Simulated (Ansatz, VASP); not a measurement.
# Ta (linear Ta chain) in two plane-wave programs

One calculation is typed for both programs; each brings its own data sets. How far apart do they land? The cell is taken from a series of runs on this material, whose earlier steps may have relaxed, scaled, displaced or heated it; both programs get it as it stands.

Program: Ansatz 0.2.0. Level of theory: plane waves, with VASP 6.6.1 beside it; single point at PBE. Results are calculated unless marked as measured.

### Step 1. The starting structure

The cell holds 1 atom: 1 Ta. Cell: a = 7.500 Å, b = 7.500 Å, c = 3.151 Å, α = 90.0°, β = 90.0°, γ = 90.0°. Vacuum lies along a and b. The structure's axis is c.

### Step 2. Ansatz: single point, PBE

Ansatz runs on its default PAW (the set named soft_2) files.

With cell and atoms fixed, the geometry can't cause a difference; cores, projectors, grids and the points listed under the comparison can.

File input.yaml:

```yaml
crystal:
  lattice:
    - [7.5, 0.0, 0.0]
    - [0.0, 7.5, 0.0]
    - [0.0, 0.0, 3.1507145583]
  atoms:
    - { symbol: Ta, position: [0.5, 0.5, 0.0], spin: 0.49 }
magnetization:
  spin_polarized: true
kpoints:
  mp_grid: { grid: [1, 1, 26] }
scf:
  occupations: { method: fermi_dirac, width: 0.05 }
hamiltonian:
  xc: pbe
output:
  transmission:
    e_range: [-2, 2]
    de: 0.035
    kmesh: [1, 1]
    reduced_basis: true
    leads: [[0, 0]]
  stress: true
```

Launch:

```sh
ansatz run input.yaml --threads 4 --pin off --max-ram 8192MiB --backend cpu --events-out ev --progress --plain --runs-dir out
```

Numbers of over 12 decimals in the logs are rounded to 6 here.

Log:

```text
Engine: ansatz 0.2.0, aarch64-unknown-linux-gnu
Pseudopotentials: kind: paw
Pseudopotential: Ta, paw, valence charge 13, recommended cutoff 420 eV (normal), Ta.paw.azcp
Functional definition: PBE
  parameter kappa = 0.804
  parameter beta = 0.066725
  exchange = pbe_x(kappa = kappa, mu = beta*pi^2/3)
  correlation = pbe_c(beta = beta)
Crystal: 1 atoms, lattice volume = 177.228 Å³
Basis set: ecut = 420 eV, 3499 PW (Γ)
Bands: 11, of which v1, the nominal top of the filled ones, is band 7 counted from 1 (6 counted from 0)
Symmetry: 16 space group operations
Space group: P4/mmm (ITA 123), of the structure as read, at distance tolerance 5.6e-5 Å
Magnetic group: BNS 123.339 (UNI 999), of the structure as read, at distance tolerance 5.6e-5 Å
k-points: 14 of 26
Non-local potential: Ta, projectors of the file, l = 0: 3, l = 1: 2, l = 2: 2, l = 3: 1
PAW form: soft (Blöchl's): semilocal exchange-correlation on the pseudo side does not see the compensation charge
PAW one-centre angular grid: Ta, 590 points (default); XC on 64 Gauss nodes
Initial density: superposition of atomic densities (neutral atoms: chi_scale 0, normalization atom)
Starting moments: Σ|m| = 0.49 μB on 1 of 1 site
Initial wavefunctions: pseudopotential atomic-orbital guess
Functional: x = pbe(κ = 0.804, μ = 0.219515), c = pbe(β = 0.066725)
SCF iter   1: F=—  HF=-9925.623223 eV  |F-HF|=—  |Δ(HF+E_count)|=         —  Δρ=1.23e-2 (↑7.14e-3 ↓1.23e-2)  dr2=7.74e-1  dr2_m=4.94e-2  M=1.111 μB ∫|m|=1.111 μB  β_m=0.30  ethr=3.10e-3  ⟨swp⟩=5.0  Hψ=1707  notcnv=0
Mixer restart at iter 1: flushing history
preconditioner: auto → LDOS  [metal: Δε(μ)=0.027 eV  Ē_g=2.462 eV  σ=0.050 eV  W_gap=0.14  n_scr=12 (ndim 8)  ℏωp=6.2 eV  f_vac=0.576  D(μ)=5.29/eV (n_scr^D=38)]
spin=Collinear: LDOS preconditioning applied to the charge; magnetization (m = ρ↑ − ρ↓) channel mixes plain (no charge-response kernel on spin).
SCF iter   2: F=—  HF=-9925.626965 eV  |F-HF|=—  |Δ(HF+E_count)|=   3.74e-3  Δρ=9.78e-3 (↑6.08e-3 ↓9.78e-3)  dr2=3.13e-1  dr2_m=6.50e-2  M=1.417 μB ∫|m|=1.417 μB  β_m=0.57  ethr=3.10e-3  ⟨swp⟩=1.6  Hψ=553  notcnv=0
SCF iter   3: F=—  HF=-9925.782538 eV  |F-HF|=—  |Δ(HF+E_count)|=   1.56e-1  Δρ=1.01e-2 (↑1.01e-2 ↓9.28e-3)  dr2=3.02e-2  dr2_m=1.41e-1  M=2.587 μB ∫|m|=2.587 μB  β_m=0.79  ethr=2.40e-3  ⟨swp⟩=2.5  Hψ=473  notcnv=0  defer=1
SCF iter   4: F=—  HF=-9925.891633 eV  |F-HF|=—  |Δ(HF+E_count)|=   1.09e-1  Δρ=8.49e-3 (↑8.49e-3 ↓7.47e-3)  dr2=3.32e-2  dr2_m=9.25e-2  M=3.154 μB ∫|m|=3.154 μB  β_m=0.46  ethr=2.32e-4  ⟨swp⟩=2.7  Hψ=673  notcnv=0
SCF iter   5: F=—  HF=-9925.974397 eV  |F-HF|=—  |Δ(HF+E_count)|=   8.28e-2  Δρ=3.97e-3 (↑3.97e-3 ↓3.83e-3)  dr2=2.47e-3  dr2_m=2.39e-2  M=3.624 μB ∫|m|=3.624 μB  β_m=0.76  ethr=2.32e-4  ⟨swp⟩=2.6  Hψ=688  notcnv=0
SCF iter   6: F=—  HF=-9926.000503 eV  |F-HF|=—  |Δ(HF+E_count)|=   2.61e-2  Δρ=5.95e-3 (↑5.95e-3 ↓5.76e-3)  dr2=2.18e-2  dr2_m=4.93e-2  M=3.727 μB ∫|m|=3.727 μB  β_m=0.76  ethr=1.90e-5  ⟨swp⟩=3.0  Hψ=808  notcnv=0
SCF iter   7: F=—  HF=-9925.998970 eV  |F-HF|=—  |Δ(HF+E_count)|=   1.53e-3  Δρ=6.02e-4 (↑4.59e-4 ↓6.02e-4)  dr2=4.20e-4  dr2_m=4.11e-4  M=3.693 μB ∫|m|=3.693 μB  β_m=0.88  ethr=1.90e-5  ⟨swp⟩=2.4  Hψ=706  notcnv=0  defer=2
SCF iter   8: F=—  HF=-9925.998901 eV  |F-HF|=—  |Δ(HF+E_count)|=   6.88e-5  Δρ=2.79e-4 (↑2.65e-4 ↓2.79e-4)  dr2=1.20e-4  dr2_m=8.90e-5  M=3.693 μB ∫|m|=3.693 μB  β_m=0.83  ethr=3.23e-6  ⟨swp⟩=2.5  Hψ=559  notcnv=0  defer=2
SCF iter   9: F=—  HF=-9925.999012 eV  |F-HF|=—  |Δ(HF+E_count)|=   1.11e-4  Δρ=3.72e-4 (↑3.72e-4 ↓3.61e-4)  dr2=6.75e-5  dr2_m=1.98e-4  M=3.694 μB ∫|m|=3.694 μB  β_m=0.92  ethr=9.19e-7  ⟨swp⟩=2.7  Hψ=508  notcnv=0  defer=2
SCF iter  10: F=—  HF=-9925.999059 eV  |F-HF|=—  |Δ(HF+E_count)|=   4.68e-5  Δρ=4.51e-5 (↑2.71e-5 ↓4.51e-5)  dr2=1.45e-6  dr2_m=1.98e-6  M=3.693 μB ∫|m|=3.693 μB  β_m=0.92  ethr=5.19e-7  ⟨swp⟩=2.4  Hψ=491  notcnv=0  defer=2
SCF iter  11: F=—  HF=-9925.999059 eV  |F-HF|=—  |Δ(HF+E_count)|=   1.96e-7  Δρ=4.60e-5 (↑4.15e-5 ↓4.60e-5)  dr2=1.17e-6  dr2_m=2.75e-6  M=3.693 μB ∫|m|=3.693 μB  β_m=0.92  ethr=1.11e-8  ⟨swp⟩=2.1  Hψ=419  notcnv=0  defer=2
SCF iter  12: F=—  HF=-9925.999059 eV  |F-HF|=—  |Δ(HF+E_count)|=   1.09e-7  Δρ=1.61e-6 (↑1.61e-6 ↓1.21e-6)  dr2=3.79e-9  dr2_m=2.21e-9  M=3.693 μB ∫|m|=3.693 μB  β_m=0.96  ethr=8.97e-9  ⟨swp⟩=2.4  Hψ=481  notcnv=0  defer=2
SCF iter  13: F=-9925.999059 eV  HF=-9925.999059 eV  |F-HF|=1.35e-10  |Δ(HF+E_count)|=   7.13e-9  Δρ=8.37e-7 (↑8.37e-7 ↓2.09e-7)  dr2=1.14e-9  dr2_m=2.92e-10  M=3.693 μB ∫|m|=3.693 μB  ethr=2.92e-11  ⟨swp⟩=2.4  Hψ=1015  notcnv=0
SCF 1 converged in 13 iterations: F = -9925.999059 eV  dr2 = 1.14e-9
  greatest PAW one-centre occupation: 0.999 electrons in one spin orbital (limit 2), on the Ta atom at site 0 (counted from 0), in its partial waves of l = 0
the search or the solves at the SCF's close seem to have found levels that the self-consistency loop had missed (the run counts 1). By its estimate they hold under 1e-12 electrons; where the run keeps them, the occupations were computed again with them
transmission: 8 of 48 steps passed
transmission: 12 of 48 steps passed
[...]
transmission: 48 of 48 steps passed
SCF converged after 13 iterations
Magnetization: 3.6928 μB (8.3464 up, 4.6536 down)
Absolute magnetization: 3.6928 μB (∫|ρ↑−ρ↓|, with the PAW one-centre terms)
Spin contamination: 0.0030 ħ² per cell (⟨S²⟩ above its minimum at these occupations)
Per-site moments (μB) at R_I (Å): [(2.429023, 1.299670)]
Free energy (F): -9925.999059 eV
Harris-Foulkes:  -9925.999059 eV  (|F-HF|=1.35e-10)
Internal energy: -9925.971669 eV  (E = F + TS)
E sigma→0 (E₀):  -9925.985364 eV
Entropy (-TS):   -0.027390 eV (-27.390 meV/atom)
Fermi energy:    -1.382317 eV
--- Per-component energies (eV) ---
  E_band       = -368.606402
  E_kinetic    = 360.265662
  E_local      = -2085.317642  (includes V_loc(G=0)·N_el)
  E_nonlocal   = 14.985037
  E_hartree    = 824.616426
  E_xc         = -213.046773
  E_vxc        = -196.844386  (∫ρ·V_xc dr)
  E_paw        = -8395.569025  (= ΣΔE_a)
  E_vpaw       = -110.927898  (= ΣTr[D̂ρ^β])
  E_aug_tail   = 0.000151  (compensation charges beyond the density's cutoff)
  E_ewald      = -431.905505
  E_smearing   = -0.027390  (= −TS)
  E_closure    = -0.000000  (closes the sum)
  Σ components = -9925.999059   (vs F -9925.999059, Δ=0.00e0)
--- Stress (GPa, compression-positive) ---
       -0.204849       0.000000       0.000000
        0.000000      -0.204849       0.000000
        0.000000       0.000000      -3.700495
  P = ⅓ Tr σ = -1.3701 GPa (-13.701 kbar)
--- Band table (eV; the first three rows and the last of 28) ---
  k-point 0 ↑: bands = [... 3 lower, -36.6078, -5.5140, -2.6188, -1.9316, -1.8724, -0.0236, -0.0236, 0.1233]
  k-point 1 ↑: bands = [... 3 lower, -36.6124, -5.4717, -2.5994, -1.9228, -1.8640, -0.2593, -0.2593, 0.3515]
  k-point 2 ↑: bands = [... 3 lower, -36.6257, -5.3458, -2.5412, -1.8968, -1.8392, -0.5608, -0.5608, 0.6330]
  k-point 13 ↓: bands = [... 3 lower, -35.3588, -0.9762, -0.9762, 0.2060, 1.0130, 1.0177, 1.1820, 4.8943]
--- Transmission ---
  basis      : 497 plane waves across, 4 finite elements along
  points     : 1, standing for a mesh of 1 x 1
  filling    : by the input's occupations and mesh, since the crystals that have channels conduct as metals do. If one of these is a semiconductor, that mesh has misplaced its level
  energies   : 115 from -2.000000 to 1.990000 eV about the Fermi level, 0.035000 eV apart; the leads are filled to 0.000000 eV, and channels, transmission and decay are at -0.005000 eV
  crystal 0  : Ta1, at the sites [0, 0], period 3.1507 Å: whole cells are its period
    offset         : up to 0.0000 Å between an atom of the period and one for which it stands
    filled         : 9.4 meV under the level at which it is neutral
    channels       : 5.000000e0 up, 1.000000e0 down
    conductance    : 4.1255e14 S/m² at 300 K; may be off by some 0.0 % by where its bands' edges are placed, 0.1 % from the distance to neutral
```

The column dr2 measures how far the density is from self-consistency, as an energy; F and HF (Harris–Foulkes) agree once it is small.

### Step 3. VASP: single point, PBE

The same cell, functional, mesh and smearing now go to VASP, with its own data sets.

Lines of VASP's logs that name or quote its potential files are left out, and so is its time.

File INCAR:

```
SYSTEM = Ta
PREC = Accurate
ENCUT = 500
EDIFF = 1E-06
NELM = 200
ISMEAR = -1
SIGMA = 0.05
LREAL = .FALSE.
ALGO = Normal
GGA = PE
NBANDS = 14
ISPIN = 2
MAGMOM = 2.43
LASPH = .TRUE.
LMAXMIX = 4
LORBIT = 11
LWAVE = .FALSE.
LCHARG = .FALSE.
ISIF = 2
GGA_COMPAT = .FALSE.
```

File POSCAR:

```
Ta
1.0
    7.5000000000      0.0000000000      0.0000000000
    0.0000000000      7.5000000000      0.0000000000
    0.0000000000      0.0000000000      3.1507145583
Ta
1
Direct
    0.5000000000      0.5000000000      0.0000000000
```

File KPOINTS:

```
Automatic mesh
0
Gamma
1 1 26
0 0 0
```

The projector-augmented-wave data sets are Ta_pv (PBE family, release 64).

Launch:

```sh
mpirun -np 1 vasp_std
```

Log:

```text
[banner, memory and clock lines left out]
running    1 mpi-ranks, on    1 nodes
 distrk:  each k-point on    1 cores,    1 groups
 distr:  one band on    1 cores,    1 groups

 POSCAR found type information on POSCAR Ta
 POSCAR found :  1 types and       1 ions
 LDA part: xc-table for (Slater+PW92), standard interpolation
 POSCAR, INCAR and KPOINTS ok, starting setup
 FFT: planning ... GRIDC
 FFT: planning ... GRID_SOFT
 FFT: planning ... GRID
 WAVECAR not read
 entering main loop
       N       E                     dE             d eps       ncg     rms          rms(c)
DAV:   1     0.228811758614E+02    0.22881E+02   -0.53140E+03  1008   0.515E+02
DAV:   2    -0.277636836871E+01   -0.25658E+02   -0.22970E+02  1024   0.940E+01
DAV:   3    -0.545237711867E+01   -0.26760E+01   -0.24002E+01  1068   0.200E+01
DAV:   4    -0.551849116406E+01   -0.66114E-01   -0.65402E-01   864   0.318E+00
DAV:   5    -0.551978151118E+01   -0.12903E-02   -0.12900E-02   946   0.426E-01    0.693E+00
DAV:   6    -0.511802402739E+01    0.40176E+00   -0.86989E-01   806   0.510E+00    0.374E+00
DAV:   7    -0.542940378621E+01   -0.31138E+00   -0.25339E-01   784   0.204E+00    0.128E+00
DAV:   8    -0.544632804937E+01   -0.16924E-01   -0.56796E-02   824   0.937E-01    0.155E+00
DAV:   9    -0.546386023139E+01   -0.17532E-01   -0.83105E-03   962   0.505E-01    0.131E+00
DAV:  10    -0.553401202083E+01   -0.70152E-01   -0.84846E-02   814   0.159E+00    0.759E-01
DAV:  11    -0.556701753941E+01   -0.33006E-01   -0.29046E-02   796   0.964E-01    0.258E-01
DAV:  12    -0.557588260457E+01   -0.88651E-02   -0.38177E-03   802   0.248E-01    0.135E-01
DAV:  13    -0.557591966744E+01   -0.37063E-04   -0.11106E-03   784   0.169E-01    0.512E-02
DAV:  14    -0.557612147327E+01   -0.20181E-03   -0.95225E-05   796   0.517E-02    0.237E-02
DAV:  15    -0.557612572106E+01   -0.42478E-05   -0.85870E-05   784   0.320E-02    0.104E-02
DAV:  16    -0.557610854735E+01    0.17174E-04   -0.28528E-05   796   0.223E-02    0.539E-03
DAV:  17    -0.557611013387E+01   -0.15865E-05   -0.12298E-05   796   0.165E-02    0.683E-03
DAV:  18    -0.557610617027E+01    0.39636E-05   -0.55205E-06   796   0.122E-02    0.181E-03
DAV:  19    -0.557610551164E+01    0.65863E-06   -0.54963E-07   728   0.436E-03
   1 F= -.55761055E+01 E0= -.55623840E+01  d E =-.274431E-01  mag=     3.6926
```

Parts of OUTCAR (step 3):

```text
ion  position               nearest neighbor table
   1  0.500  0.500  0.000-

  LATTYP: Found a simple tetragonal cell.
 ALAT       =     7.5000000000
 C/A-ratio  =     0.4200952744

 Subroutine GETGRP returns: Found 16 space group operations
 (whereof 16 operations were pure point group operations)

The static configuration has the point symmetry D_4h.

 Found     14 irreducible k-points:

   k-points           NKPTS =     14   k-points in BZ     NKDIM =     14   number of bands    NBANDS=     14

   dimension x,y,z NGX =    56 NGY =   56 NGZ =   24
   dimension x,y,z NGXF=   112 NGYF=  112 NGZF=   48

   ENCUT  =  500.0 eV  36.75 Ry    6.06 a.u.  13.67 13.67  5.74*2*pi/ulx,y,z

   NELECT =      11.0000    total number of electrons

 k-points in reciprocal lattice and weights: Automatic mesh
   0.00000000  0.00000000  0.00000000       0.038
   0.00000000  0.00000000  0.03846154       0.077
   0.00000000  0.00000000  0.07692308       0.077
   0.00000000  0.00000000  0.11538462       0.077
   0.00000000  0.00000000  0.15384615       0.077
   0.00000000  0.00000000  0.19230769       0.077
   0.00000000  0.00000000  0.23076923       0.077
   0.00000000  0.00000000  0.26923077       0.077
   0.00000000  0.00000000  0.30769231       0.077
[...]
0.00000000  0.00000000  0.46153846       0.077
   0.00000000  0.00000000  0.50000000       0.038

 average (electrostatic) potential at core
       1 -46.0190

 E-fermi :  -2.7251

 spin component 1
 k-point     1 :       0.0000    0.0000    0.0000
  band No.  band energies     occupation
    ...
      3     -38.0075      1.00000
      4      -6.8586      1.00000
      5      -3.9611      1.00000
      6      -3.2733      0.99998
      7      -3.2144      0.99994
      8      -1.3632      0.00000
      9      -1.3632      0.00000
     10      -1.2236      0.00000
     11      -1.2236      0.00000
     12       0.7296      0.00000
    ...

 k-point     2 :       0.0000    0.0000    0.0385
  band No.  band energies     occupation
    ...
      3     -38.0120      1.00000
      4      -6.8163      1.00000
      5      -3.9417      1.00000
      6      -3.2645      0.99998
      7      -3.2060      0.99993
      8      -1.6016      0.00000
      9      -1.6016      0.00000
     10      -0.9927      0.00000
     11      -0.9927      0.00000
     12       0.7490      0.00000
    ...

 k-point     3 :       0.0000    0.0000    0.0769
  band No.  band energies     occupation
    ...
      3     -38.0252      1.00000
      4      -6.6904      1.00000
      5      -3.8836      1.00000
      6      -3.2385      0.99997
      7      -3.1812      0.99989
      8      -1.9033      0.00000
      9      -1.9033      0.00000
     10      -0.7108      0.00000
     11      -0.7108      0.00000
     12       0.8070      0.00000
    ...

 k-point     4 :       0.0000    0.0000    0.1154
  band No.  band energies     occupation
    ...
      3     -38.0464      1.00000
      4      -6.4845      1.00000
      5      -3.7869      1.00000
      6      -3.1963      0.99992
      7      -3.1411      0.99976
      8      -2.2094      0.00003
      9      -2.2094      0.00003
     10      -0.4297      0.00000
     11      -0.4297      0.00000
     12       0.9035      0.00000
    ...

 k-point     5 :       0.0000    0.0000    0.1538
  band No.  band energies     occupation
    ...
      3     -38.0741      1.00000
      4      -6.2049      1.00000
      5      -3.6520      1.00000
      6      -3.1399      0.99975
      7      -3.0874      0.99929
      8      -2.5119      0.01387
      9      -2.5119      0.01387
     10      -0.1472      0.00000
     11      -0.1472      0.00000
     12       1.0385      0.00000
    ...

 k-point     6 :       0.0000    0.0000    0.1923
  band No.  band energies     occupation
    ...
      5      -3.4791      1.00000
      6      -3.0717      0.99903
      7      -3.0225      0.99740
      8      -2.8038      0.82832
      9      -2.8038      0.82832
     10       0.1410      0.00000
     11       0.1410      0.00000
     12       1.2119      0.00000
     13       2.5057      0.00000
     14       4.1851      0.00000

  Total       -0.2309573     -0.2309573     -4.0991032      0.0000000      0.0000000      0.0000000
  in kB       -2.0879052     -2.0879052    -37.0567940      0.0000000      0.0000000      0.0000000
  external PRESSURE =     -13.7442015 kB  Pullay stress =       0.0000000 kB

  energy-cutoff  :      500.00
  volume of cell :      177.23
      direct lattice vectors                 reciprocal lattice vectors
     7.500000000  0.000000000  0.000000000     0.133333333  0.000000000  0.000000000
     0.000000000  7.500000000  0.000000000     0.000000000  0.133333333  0.000000000
     0.000000000  0.000000000  3.150714558     0.000000000  0.000000000  0.317388320

 POSITION                                       TOTAL-FORCE (eV/Angst)
 -----------------------------------------------------------------------------------
      3.75000      3.75000      0.00000         0.000000      0.000000      0.000000
 -----------------------------------------------------------------------------------
    total drift:                                0.000000      0.000000      0.000000

  FREE ENERGIE OF THE ION-ELECTRON SYSTEM (eV)
  ---------------------------------------------------
  free  energy   TOTEN  =        -5.5761055116 eV

  energy  without entropy=       -5.5486624064  energy(sigma->0) =       -5.56238396

 total charge
# of ion       s       p       d       tot
------------------------------------------
    1        0.399   5.948   2.224   8.571

 magnetization (x)
# of ion       s       p       d       tot
------------------------------------------
    1        0.107   0.020   2.112   2.238

[... 6 further parts left out ...]
```

### Step 4. Comparison

Known differences besides the potentials themselves: VASP starts from the moments at which Ansatz ended; the data sets hold 13 valence electrons in Ansatz (on its default PAW (the set named soft_2) files) and 11 in VASP; the cutoff is 420 eV in Ansatz and 500 eV in VASP; site moments are counted in spheres of each program's own size. Total energies have different zeros and are not compared.

Compared:

| quantity | Ansatz | VASP | difference |
| --- | --- | --- | --- |
| pressure (GPa) | -1.37 | -1.37 | 0.00 |
| total moment (μB) | 3.69 | 3.69 | 0.00 |
| moment on Ta1 (μB) | 2.43 | 2.24 | +0.19 |

### Step 5. What came out

| Property | Result |
| --- | --- |
| difference in total moment (single point, PBE) | 1.8e-4 μB |

The difference in total moment is 1.8e-4 μB (single point, PBE). The data sets hold unlike numbers of valence electrons (13 in Ansatz and 11 in VASP), so part of the differences comes from the potentials. How closely two codes agree says nothing of how well the functional describes the real material.

[Lines on the potential files, build, host, timing and source positions are cut from VASP's logs without a mark.]

[Logs are printed without paths, hosts, clocks, repeated set-up lines and the standing remarks that a program may print on its own settings, such as how far it seeks lower states.]

[Hosts, paths, dates, database ids (printed as entryN), source tags and the programs' standing remarks are cut or masked in the printed files.]
